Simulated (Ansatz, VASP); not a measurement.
# Cross-check of AlN between VASP and Ansatz

Aim: how closely do two programs agree when they are given the same cell, functional and k mesh? The cell is taken from a series of runs on this material, whose earlier steps may have relaxed, scaled, displaced or heated it; both programs get it as it stands.

Calculated with Ansatz 0.2.0; plane waves, with VASP 6.6.1 beside it; single point at HF with an exact-exchange share of 1.

## 1. The structure

It takes space group P6_3mc (No. 186, hexagonal). Conventional cell: a = 3.113 Å, b = 3.113 Å, c = 4.981 Å, α = 90.00°, β = 90.00°, γ = 120.00°. Nearest to Al lie 4 N at 1.89 Å. Nearest to N lie 4 Al at 1.89 Å. Farther neighbours and most contacts between anions are not listed.

Coordinates:

```cif
data_structure
_symmetry_space_group_name_H-M 'P6_3mc'
_symmetry_Int_Tables_number 186
_cell_length_a 3.1130
_cell_length_b 3.1130
_cell_length_c 4.9810
_cell_angle_alpha 90.000
_cell_angle_beta 90.000
_cell_angle_gamma 120.000
_cell_volume 41.80
loop_
_atom_site_label
_atom_site_type_symbol
_atom_site_symmetry_multiplicity
_atom_site_Wyckoff_symbol
_atom_site_fract_x
_atom_site_fract_y
_atom_site_fract_z
_atom_site_occupancy
Al1 Al 2 b 0.33333 0.66667 0.00000 1
N1 N 2 b 0.33333 0.66667 0.38000 1
```

## 2. Ansatz: single point, HF with an exact-exchange share of 1

Ansatz runs on its PAW soft_1 files.

A single point gives forces, pressure and levels at one fixed geometry, so differences don't come from the geometry; what else differs is listed under the comparison.

Contents of input.yaml:

```yaml
crystal:
  lattice:
    - [3.113, 0.0, 0.0]
    - [-1.5565, 2.695937082, 0.0]
    - [0.0, 0.0, 4.981]
  atoms:
    - { symbol: Al, position: [0.3333333333, 0.6666666667, 0.0] }
    - { symbol: Al, position: [0.6666666667, 0.3333333333, 0.5] }
    - { symbol: "N", position: [0.3333333333, 0.6666666667, 0.38] }
    - { symbol: "N", position: [0.6666666667, 0.3333333333, 0.88] }
kpoints:
  mp_grid: { grid: [6, 6, 2] }
  band_path:
    path:
      - [0.0, 0.0, 0.0]
      - [0.5, 0.0, 0.0]
      - [0.33333333, 0.33333333, 0.0]
      - [0.0, 0.0, 0.5]
      - [0.5, 0.0, 0.5]
      - [0.33333333, 0.33333333, 0.5]
    npoints: 1
hamiltonian:
  xc: hf
  pseudopotentials: { kind: paw, azcp: { folder: "./paw" } }
scf:
  occupations: { method: fixed }
  n_extra_bands: 5
output:
  eigenvalues: true
```

Launch:

```
$ ansatz run input.yaml --threads 3 --pin off --max-ram 92160MiB --backend cuda --events-out ev --progress --plain --runs-dir out --devices 1 --max-vram 13GiB
```

Numbers of over 12 decimals in the logs are rounded to 6 here.

What it wrote:

```text
scf.n_extra_bands = 5 over 8 filled bands (N_el = 16.0): the run solves 13 bands
GPUs: using 1 of 1 available (devices: 1).
Engine: ansatz 0.2.0, x86_64-unknown-linux-gnu
Pseudopotentials: kind: paw
Pseudopotential: Al, paw, valence charge 3, recommended cutoff 420 eV (normal), <dir>
Pseudopotential: N, paw, valence charge 5, recommended cutoff 420 eV (normal), <dir>
Functional definition: HF
  exchange = exact_x
  correlation = 0
davidson cushion auto → on  (no smearing: the cushion is to keep the highest requested band from converging to the state above it; pin scf.eigensolver.cushion to override)
device memory: the entry about to start is reckoned to put 0.4 GiB on a device that reports 72.7 GiB free (of which the cap on the GPU budget leaves the run 13.0 GiB)
GPU FFT provider: cuFFT
GPU libraries: cuBLAS 13.8.2, cuFFT 12.4.0, cuSOLVER 12.3.4
Crystal: 4 atoms, lattice volume = 41.803 Å³
Basis set: ecut = 420 eV, 809 PW (Γ)
Bands: 13, of which v1, the nominal top of the filled ones, is band 8 counted from 1 (7 counted from 0)
Symmetry: 12 space group operations
Space group: P63mc (ITA 186), of the structure as read, at distance tolerance 3.5e-5 Å
k-points: 14 of 72
Non-local potential: Al, projectors of the file, l = 0: 2, l = 1: 2, l = 2: 1
Non-local potential: N, projectors of the file, l = 0: 2, l = 1: 2, l = 2: 1
PAW form: soft (Blöchl's): semilocal exchange-correlation on the pseudo side does not see the compensation charge
PAW frozen core: Al, regenerated for the run's functional, and the local potential with it (the file was generated under x = pbe(κ = 0.804, μ = 0.219515), c = pbe(β = 0.066725))
PAW frozen core: N, regenerated for the run's functional, and the local potential with it (the file was generated under x = pbe(κ = 0.804, μ = 0.219515), c = pbe(β = 0.066725))
PAW one-centre angular grid: Al, 110 points (default); XC on 64 Gauss nodes
PAW one-centre angular grid: N, 110 points (default); XC on 64 Gauss nodes
Initial density: superposition of atomic densities (chi_scale 0.1, normalization cell, long waves kept (reshape's long-wave potential 0.00 eV rms))
Initial wavefunctions: pseudopotential atomic-orbital guess
GPU buffer pool allocated for 20736 grid points (all kernels)
GPU transforms: local potential and band sums: pruned to the plane-wave sphere, on 24×24×36
Functional: x = pbe(κ = 0.804, μ = 0.219515), c = none, warm-up for x = 0 pbe(κ = 0.804, μ = 0.219515) + 1 exact, c = none
SCF iter   1: F=—  HF=-1811.085542 eV  |F-HF|=—  |Δ(HF+E_count)|=         —  Δρ=1.53e-1  dr2=1.18e1  ethr=1.00e-1  ⟨swp⟩=4.4  Hψ=694  notcnv=0
preconditioner: auto → none  [insulator: Δε(μ)=5.831 eV  Ē_g=15.211 eV  n_scr=2 (ndim 8)  ℏωp=23.0 eV  f_vac=0.000]
SCF iter   2: F=—  HF=-1808.167472 eV  |F-HF|=—  |Δ(HF+E_count)|=    2.92e0  Δρ=8.36e-2  dr2=1.77e0  ethr=7.36e-2  ⟨swp⟩=3.3  Hψ=511  notcnv=0  defer=2
iter 3 solved again at ethr=8.57e-4 eV; its pass at ethr=1.10e-2 eV (dr2=1.37e-1 eV) is discarded
SCF iter   3: F=—  HF=-1807.692803 eV  |F-HF|=—  |Δ(HF+E_count)|=   4.75e-1  Δρ=2.58e-2  dr2=1.37e-1  ethr=8.57e-4  ⟨swp⟩=2.4  Hψ=888  notcnv=0  defer=1
SCF iter   4: F=—  HF=-1807.703287 eV  |F-HF|=—  |Δ(HF+E_count)|=   1.05e-2  Δρ=4.55e-3  dr2=3.68e-3  ethr=8.57e-4  ⟨swp⟩=3.0  Hψ=476  notcnv=0
SCF iter   5: F=-1807.702211 eV  HF=-1807.702324 eV  |F-HF|=1.13e-4  |Δ(HF+E_count)|=   9.63e-4  Δρ=1.32e-3  dr2=2.59e-4  ethr=2.30e-5  ⟨swp⟩=3.4  Hψ=485  notcnv=0
SCF 1 stopped early in 5 iterations: F = -1807.702211 eV  dr2 = 2.59e-4
  greatest PAW one-centre occupation: 0.789 electrons in one spin orbital (limit 2), on the N atom at site 3 (counted from 0), in its partial waves of l = 0
device memory: the entry about to start is reckoned to put 1.1 GiB on a device that reports 73.0 GiB free (of which the cap on the GPU budget leaves the run 13.0 GiB)
GPU FFT provider: cuFFT
GPU libraries: cuBLAS 13.8.2, cuFFT 12.4.0, cuSOLVER 12.3.4
Initial density: handed on by an earlier stage of this run
Initial wavefunctions: those handed on with the density
GPU buffer pool allocated for 20736 grid points (all kernels)
GPU transforms: local potential and band sums: pruned to the plane-wave sphere, on 24×24×36
Functional: x = 0 pbe(κ = 0.804, μ = 0.219515) + 1 exact, c = none
Exchange kernel: α = 1.0000, full range, Wigner–Seitz truncation, v(0) = 6953.3804 eV·Å³, q-mesh 6×6×2, nearest image of the exchange supercell L = 9.96 Å, pair-density grid 20×20×30, without the augmentation charges, whose exchange is taken in its separable form by FFT convolution over the k-point mesh (sized by the pseudopotential files, 20×20×36 at the most), smooth part of the exact exchange by density-matrix convolution in up to 793.0 MiB of GPU memory as planned if the GPU has room (build and FFT work areas not counted)
Frozen-core exchange: fock
SCF iter   1: F=—  HF=-1813.869204 eV  |F-HF|=—  |Δ(HF+E_count)|=         —  Δρ=1.75e-2  dr2=5.91e-2  ethr=1.62e-5  ⟨swp⟩=7.0  Hψ=977  notcnv=0
preconditioner: auto → none  [insulator: Δε(μ)=12.927 eV  Ē_g=25.403 eV  n_scr=2 (ndim 8)  ℏωp=23.0 eV  f_vac=0.000]
SCF iter   2: F=—  HF=-1813.825689 eV  |F-HF|=—  |Δ(HF+E_count)|=   4.35e-2  Δρ=9.20e-3  dr2=1.84e-2  ethr=1.62e-5  ⟨swp⟩=4.0  Hψ=663  notcnv=0
SCF iter   3: F=—  HF=-1813.815220 eV  |F-HF|=—  |Δ(HF+E_count)|=   1.05e-2  Δρ=1.49e-3  dr2=6.06e-2  ethr=1.62e-5  ⟨swp⟩=3.1  Hψ=603  notcnv=0
SCF iter   4: F=—  HF=-1814.038473 eV  |F-HF|=—  |Δ(HF+E_count)|=   2.23e-1  Δρ=4.88e-3  dr2=1.45e-2  ethr=4.04e-6  ⟨swp⟩=5.4  Hψ=844  notcnv=0  defer=2
[...]
SCF 2 stopped early in 7 iterations: F = -1814.060465 eV  dr2 = 4.06e-5
  greatest PAW one-centre occupation: 0.792 electrons in one spin orbital (limit 2), on the N atom at site 2 (counted from 0), in its partial waves of l = 0
hybrid outer 1: dexx = +3.643e-1 eV, tail = 1.55e-3 eV
GPU FFT provider: cuFFT
GPU libraries: cuBLAS 13.8.2, cuFFT 12.4.0, cuSOLVER 12.3.4
GPU buffer pool allocated for 20736 grid points (all kernels)
GPU transforms: local potential and band sums: pruned to the plane-wave sphere, on 24×24×36
Exchange kernel: α = 1.0000, full range, Wigner–Seitz truncation, v(0) = 6953.3804 eV·Å³, q-mesh 6×6×2, nearest image of the exchange supercell L = 9.96 Å, pair-density grid 20×20×30, without the augmentation charges, whose exchange is taken in its separable form by FFT convolution over the k-point mesh (sized by the pseudopotential files, 20×20×36 at the most), smooth part of the exact exchange by density-matrix convolution in up to 793.0 MiB of GPU memory as planned if the GPU has room (build and FFT work areas not counted)
Frozen-core exchange: fock
[...]
preconditioner: auto → none  [insulator: Δε(μ)=13.569 eV  Ē_g=25.545 eV  n_scr=2 (ndim 8)  ℏωp=23.0 eV  f_vac=0.000]
SCF iter   2: F=—  HF=-1814.060107 eV  |F-HF|=—  |Δ(HF+E_count)|=   7.51e-5  Δρ=1.86e-4  dr2=1.66e-5  ethr=6.90e-8  ⟨swp⟩=4.6  Hψ=683  notcnv=0
SCF iter   3: F=—  HF=-1814.060109 eV  |F-HF|=—  |Δ(HF+E_count)|=   2.26e-6  Δρ=1.19e-4  dr2=7.51e-6  ethr=6.90e-8  ⟨swp⟩=4.1  Hψ=625  notcnv=0  defer=1
SCF iter   4: F=—  HF=-1814.060109 eV  |F-HF|=—  |Δ(HF+E_count)|=   4.24e-7  Δρ=6.25e-5  dr2=1.45e-6  ethr=2.78e-8  ⟨swp⟩=3.6  Hψ=451  notcnv=0  defer=4
iter 5 solved again at ethr=4.61e-10 eV; its pass at ethr=7.19e-9 eV (dr2=7.38e-8 eV) is discarded
SCF iter   5: F=-1814.060108 eV  HF=-1814.060108 eV  |F-HF|=7.47e-8  |Δ(HF+E_count)|=   6.02e-7  Δρ=1.46e-5  dr2=9.29e-8  ethr=4.61e-10  ⟨swp⟩=2.5  Hψ=973  notcnv=0  defer=1
SCF 3 converged in 5 iterations: F = -1814.060108 eV  dr2 = 9.29e-8
  greatest PAW one-centre occupation: 0.792 electrons in one spin orbital (limit 2), on the N atom at site 3 (counted from 0), in its partial waves of l = 0
hybrid outer 2: dexx = +1.400e-4 eV, tail = 6.57e-6 eV, Δε = 2.46e-2 eV (about 1.73e-3 eV left of the loop's levels)
GPU FFT provider: cuFFT
GPU libraries: cuBLAS 13.8.2, cuFFT 12.4.0, cuSOLVER 12.3.4
GPU buffer pool allocated for 20736 grid points (all kernels)
GPU transforms: local potential and band sums: pruned to the plane-wave sphere, on 24×24×36
Exchange kernel: α = 1.0000, full range, Wigner–Seitz truncation, v(0) = 6953.3804 eV·Å³, q-mesh 6×6×2, nearest image of the exchange supercell L = 9.96 Å, pair-density grid 20×20×30, without the augmentation charges, whose exchange is taken in its separable form by FFT convolution over the k-point mesh (sized by the pseudopotential files, 20×20×36 at the most), smooth part of the exact exchange by density-matrix convolution in up to 793.0 MiB of GPU memory as planned if the GPU has room (build and FFT work areas not counted)
Frozen-core exchange: fock
SCF iter   1: F=—  HF=-1814.060130 eV  |F-HF|=—  |Δ(HF+E_count)|=         —  Δρ=9.12e-5  dr2=2.15e-6  ethr=2.05e-7  ⟨swp⟩=3.1  Hψ=478  notcnv=0
preconditioner: auto → none  [insulator: Δε(μ)=13.560 eV  Ē_g=25.544 eV  n_scr=2 (ndim 8)  ℏωp=23.0 eV  f_vac=0.000]
SCF iter   2: F=—  HF=-1814.060130 eV  |F-HF|=—  |Δ(HF+E_count)|=   5.05e-7  Δρ=4.29e-5  dr2=3.83e-7  ethr=1.21e-8  ⟨swp⟩=3.8  Hψ=452  notcnv=0  defer=4
SCF iter   3: F=—  HF=-1814.060130 eV  |F-HF|=—  |Δ(HF+E_count)|=   8.15e-8  Δρ=2.30e-5  dr2=3.07e-7  ethr=2.29e-9  ⟨swp⟩=3.8  Hψ=601  notcnv=0  defer=1
iter 4 solved again at ethr=2.98e-11 eV; its pass at ethr=1.39e-9 eV (dr2=4.77e-9 eV) is discarded
SCF iter   4: F=-1814.060130 eV  HF=-1814.060130 eV  |F-HF|=4.36e-9  |Δ(HF+E_count)|=   1.27e-7  Δρ=3.23e-6  dr2=8.15e-9  ethr=2.98e-11  ⟨swp⟩=3.8  Hψ=1008  notcnv=0
eigensolver tolerance schedule: the retry pair's looser diagonalisation over-reported the residual by 0.23 of it (diagonalisation noise at 0.24 of the residual, at the tolerance the schedule requests for it); recorded, not acted on — ethr = c·dr2/N_el stays at c = 1.0e-1
SCF 4 converged in 4 iterations: F = -1814.060130 eV  dr2 = 8.15e-9
hybrid outer 3: dexx = +7.492e-7 eV, tail = 4.95e-8 eV, Δε = 6.95e-4 eV (about 7.94e-5 eV left of the loop's levels)
device memory: the entry about to start is reckoned to put 0.3 GiB on a device that reports 68.1 GiB free (of which the cap on the GPU budget leaves the run 13.0 GiB)
NSCF: frozen V_eff on 6 k-points
hybrid SCF converged: 3 outer / 16 inner (+5 warm-up), last move |dexx| = 7.49e-7 eV, tail = 4.95e-8 eV
Stability not checked: this state was not tested for a lower state beside it, because the functional holds exact exchange (a hybrid, or Hartree-Fock), whose exchange loop this test does not read (fock_operator; see scf.lower_state_search)
Free energy (F): -1814.060130 eV
Frozen-core exchange: fock
Harris-Foulkes:  -1814.060130 eV  (|F-HF|=4.36e-9)
Internal energy: -1814.060130 eV  (E = F + TS)
E sigma→0 (E₀):  -1814.060130 eV
Fermi energy:    3.034521 eV
--- Per-component energies (eV) ---
  E_band       = -64.230140
  E_kinetic    = 319.028392
  E_local      = -423.207585  (includes V_loc(G=0)·N_el)
  E_nonlocal   = 82.137590
  E_hartree    = 160.389722
  E_xc         = 0.000000
  E_vxc        = 0.000000  (∫ρ·V_xc dr)
  E_exx        = -172.375727  (= α·E_x^exact, valence–valence)
  E_paw        = -1187.956614  (= ΣΔE_a)
  E_vpaw       = -18.216354  (= ΣTr[D̂ρ^β])
  E_aug_tail   = 0.001752  (compensation charges beyond the density's cutoff)
  E_ewald      = -591.663270
  E_core_change = -0.414388  (= ΣΔE_core)
  E_smearing   = -0.000000  (= −TS)
  E_closure    = -0.000000  (closes the sum)
  Σ components = -1814.060130   (vs F -1814.060130, Δ=-2.27e-13)
--- Band table (eV; the first three rows and the last of 14) ---
  k-point 0: bands = [... 4 lower, 1.9418, 2.8349, 2.8349, 3.0345, 16.5961, 19.3616, 24.2752, 24.2752, ... 1 higher]
  k-point 1: bands = [... 4 lower, 2.3697, 2.3697, 2.3697, 2.3697, 19.1974, 19.1974, 23.7524, 23.7524, ... 1 higher]
  k-point 2: bands = [... 4 lower, 1.3281, 1.4383, 2.7181, 2.8166, 18.0080, 20.5826, 22.2133, 22.9529, ... 1 higher]
  k-point 13: bands = [... 4 lower, -1.7484, -1.7484, 2.0008, 2.0008, 20.0244, 20.0244, 20.6135, 20.6135, ... 1 higher]
```

(Part 1 of 2 ends here.)

[Lines on the potential files, build, host, timing and source positions are cut from VASP's logs without a mark.]

[Logs are printed without paths, hosts, clocks, repeated set-up lines and the standing remarks that a program may print on its own settings, such as how far it seeks lower states.]

[Hosts, paths, dates, database ids (printed as entryN), source tags and the programs' standing remarks are cut or masked in the printed files.]
